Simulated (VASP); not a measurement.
These are r2SCAN meta-GGA, VASP's PBE PAW potentials (set 64) (plane waves; VASP) values and carry that method's errors.

VASP ran on this input.

### INCAR
```
! general
SYSTEM  = NbAs
PREC    = Accurate
ENCUT   = 400
LREAL   = .FALSE.
LASPH   = .TRUE.

! electronic loop
EDIFF   = 1E-6
NELM    = 100
ALGO    = Normal
LMAXMIX = 4
LMIXTAU = .TRUE.

! smearing
ISMEAR  = 1
SIGMA   = 0.1

! functional
METAGGA = R2SCAN

! ions
IBRION  = 2
NSW     = 60
ISIF    = 3
EDIFFG  = -0.01

! output
LWAVE   = .FALSE.
LCHARG  = .FALSE.
```

File KPOINTS:
```
Automatic mesh
0
Gamma
10 10 10
0 0 0
```

POSCAR:
```
NbAs
1.0
  3.2071026576   0.0000000000   0.0000000000
  0.0000000000   3.2071026576   0.0000000000
  0.0000000000   0.0000000000   3.2071026576
Nb As
1 1
Direct
  0.0000000000   0.0000000000   0.0000000000
  0.5000000000   0.5000000000   0.5000000000
```

POTCAR, in this order: Nb_sv As (PBE.64 set). Program: vasp_std.

The resulting files:

**OSZICAR**
```
       N       E                     dE             d eps       ncg     rms          rms(c)
DAV:   1     0.932800471043E+02    0.93280E+02   -0.85484E+03  1456   0.115E+03
DAV:   2    -0.413318279606E+02   -0.13461E+03   -0.13025E+03  1821   0.390E+02
DAV:   3    -0.477024151877E+02   -0.63706E+01   -0.61642E+01  2321   0.673E+01
DAV:   4    -0.479218791823E+02   -0.21946E+00   -0.21892E+00  2020   0.126E+01
DAV:   5    -0.479363568167E+02   -0.14478E-01   -0.14470E-01  2527   0.250E+00    0.100E+01
DAV:   6    -0.401852629871E+02    0.77511E+01   -0.60887E+00  2396   0.292E+01    0.228E+00
DAV:   7    -0.403276663463E+02   -0.14240E+00   -0.77328E-01  1836   0.815E+00    0.149E+00
DAV:   8    -0.403770339524E+02   -0.49368E-01   -0.39041E-01  1696   0.572E+00    0.704E-01
DAV:   9    -0.404142100057E+02   -0.37176E-01   -0.32191E-02  1832   0.199E+00    0.416E-01
DAV:  10    -0.404710228135E+02   -0.56813E-01   -0.65044E-02  1698   0.265E+00    0.126E-01
DAV:  11    -0.404693861310E+02    0.16367E-02   -0.47860E-03  1816   0.715E-01    0.159E-01
DAV:  12    -0.404689152269E+02    0.47090E-03   -0.52055E-03  1611   0.649E-01    0.944E-02
DAV:  13    -0.404721021632E+02   -0.31869E-02   -0.18183E-03  1506   0.457E-01    0.130E-02
DAV:  14    -0.404721179606E+02   -0.15797E-04   -0.67383E-05  2404   0.728E-02    0.905E-03
DAV:  15    -0.404721242842E+02   -0.63236E-05   -0.74803E-06  1891   0.237E-02    0.390E-03
DAV:  16    -0.404721268449E+02   -0.25606E-05   -0.43040E-06  1606   0.200E-02    0.230E-03
DAV:  17    -0.404721277649E+02   -0.92001E-06   -0.67501E-07   878   0.105E-02
   1 F= -.40472128E+02 E0= -.40471533E+02  d E =-.404721E+02
       N       E                     dE             d eps       ncg     rms          rms(c)
DAV:   1    -0.404736791470E+02   -0.15523E-02   -0.58420E-02  1501   0.341E+00    0.301E-01
DAV:   2    -0.404722237834E+02    0.14554E-02   -0.64333E-03  1981   0.102E+00    0.115E-01
DAV:   3    -0.404720741341E+02    0.14965E-03   -0.54186E-04  2275   0.230E-01    0.418E-02
DAV:   4    -0.404720395891E+02    0.34545E-04   -0.23937E-04  2677   0.124E-01    0.267E-02
DAV:   5    -0.404720235299E+02    0.16059E-04   -0.11774E-04  1915   0.109E-01    0.157E-02
DAV:   6    -0.404720299128E+02   -0.63829E-05   -0.29868E-05  2802   0.386E-02    0.110E-02
DAV:   7    -0.404720642076E+02   -0.34295E-04   -0.14908E-05  1786   0.366E-02    0.397E-03
DAV:   8    -0.404720702551E+02   -0.60475E-05   -0.47432E-06  1754   0.216E-02    0.124E-03
DAV:   9    -0.404720706056E+02   -0.35046E-06   -0.20090E-07   763   0.504E-03
   2 F= -.40472071E+02 E0= -.40471485E+02  d E =0.571593E-04
       N       E                     dE             d eps       ncg     rms          rms(c)
DAV:   1    -0.404727969536E+02   -0.72670E-03   -0.23083E-02  1491   0.214E+00    0.189E-01
DAV:   2    -0.404722116407E+02    0.58531E-03   -0.24706E-03  1978   0.637E-01    0.720E-02
DAV:   3    -0.404721501703E+02    0.61470E-04   -0.22470E-04  2330   0.148E-01    0.259E-02
DAV:   4    -0.404721413712E+02    0.87992E-05   -0.87131E-05  2691   0.755E-02    0.165E-02
DAV:   5    -0.404721485482E+02   -0.71770E-05   -0.34064E-05  2045   0.564E-02    0.112E-02
DAV:   6    -0.404721534182E+02   -0.48699E-05   -0.12674E-05  2659   0.255E-02    0.604E-03
DAV:   7    -0.404721615894E+02   -0.81712E-05   -0.44749E-06  1457   0.199E-02    0.248E-03
DAV:   8    -0.404721625205E+02   -0.93114E-06   -0.97463E-07   758   0.111E-02
   3 F= -.40472163E+02 E0= -.40471571E+02  d E =-.347557E-04
```

### OUTCAR
```
------------------------ aborting loop because EDIFF is reached ----------------------------------------
  FORCE on cell =-STRESS in cart. coord.  units (eV):
  Direction    XX          YY          ZZ          XY          YZ          ZX
  --------------------------------------------------------------------------------------
  Total        0.0044112      0.0044112      0.0044112      0.0000000      0.0000000     -0.0000000
  in kB        0.2139642      0.2139642      0.2139642      0.0000000      0.0000000     -0.0000000
  external PRESSURE =       0.2139642 kB  Pullay stress =       0.0000000 kB
  volume of cell :       33.03
      direct lattice vectors                 reciprocal lattice vectors
     3.208556433  0.000000000 -0.000000000     0.311666639 -0.000000000 -0.000000000
     0.000000000  3.208556433  0.000000000    -0.000000000  0.311666639  0.000000000
     0.000000000 -0.000000000  3.208556433     0.000000000 -0.000000000  0.311666639
 POSITION                                       TOTAL-FORCE (eV/Angst)
 -----------------------------------------------------------------------------------
      0.00000      0.00000      0.00000        -0.000000     -0.000000      0.000000
      1.60428      1.60428      1.60428         0.000000      0.000000      0.000000
 -----------------------------------------------------------------------------------
    total drift:                                0.000000      0.000000      0.000000
  FREE ENERGIE OF THE ION-ELECTRON SYSTEM (eV)
  ---------------------------------------------------
  free  energy   TOTEN  =       -40.4721625205 eV

  energy  without entropy=      -40.4703878746  energy(sigma->0) =      -40.47157097

 reached required accuracy - stopping structural energy minimisation
```
(Selected blocks of OUTCAR.)

### CONTCAR
```
NbAs
   1.00000000000000
     3.2085564327378724    0.0000000000000000   -0.0000000000000000
     0.0000000000000000    3.2085564327378724    0.0000000000000000
     0.0000000000000000   -0.0000000000000000    3.2085564327378724
  Nb              As
     1     1
Direct
     0.0000000000000000    0.0000000000000000    0.0000000000000000
     0.5000000000000000    0.5000000000000000    0.5000000000000000
```

File OUTCAR:
```
 val. band max:       10.7229481517   @ k =   0.5000   0.5000   0.3000

 cond. band min:      10.7385514588   @ k =   0.5000   0.5000   0.0000


 Fermi energy:        10.7366764306

 k-point     1 :       0.0000    0.0000    0.0000
  band No.  band energies     occupation
      1     -46.5106      2.00000
      2     -21.7150      2.00000
      3     -21.7150      2.00000
      4     -21.7150      2.00000
      5      -3.7633      2.00000
      6       7.6098      2.00000
      7       7.6098      2.00000
      8      10.9176     -0.02819
      9      10.9176     -0.02819
     10      10.9176     -0.02819
     11      12.5161     -0.00000
     12      12.5161     -0.00000
     13      12.5161     -0.00000

 k-point     2 :       0.1000    0.0000    0.0000
  band No.  band energies     occupation
      1     -46.5076      2.00000
      2     -21.7545      2.00000
      3     -21.7112      2.00000
      4     -21.7112      2.00000
      5      -3.6085      2.00000
      6       7.3407      2.00000
      7       7.6841      2.00000
      8      10.4009      2.00002
      9      10.4009      2.00002
     10      10.6796      1.81286
     11      12.5447     -0.00000
     12      13.1307      0.00000
     13      13.1307      0.00000

 k-point     3 :       0.2000    0.0000    0.0000
  band No.  band energies     occupation
      1     -46.4996      2.00000
      2     -21.8568      2.00000
      3     -21.7012      2.00000
      4     -21.7012      2.00000
      5      -3.1657      2.00000
      6       6.3023      2.00000
      7       7.8904      2.00000
      8       9.6088      2.00000
      9       9.6088      2.00000
     10      10.8889     -0.05328
     11      12.6211     -0.00000
     12      14.2369      0.00000
     13      14.2369      0.00000

 k-point     4 :       0.3000    0.0000    0.0000
  band No.  band energies     occupation
      1     -46.4897      2.00000
      2     -21.9812      2.00000
      3     -21.6889      2.00000
...
```

The structure was generated: NbAs was put into the CsCl type (Pm-3m), which need not be its known phase. This run relaxes it. Symmetry was kept, so distortions that lower it aren't found. The start is the result of an earlier pass.
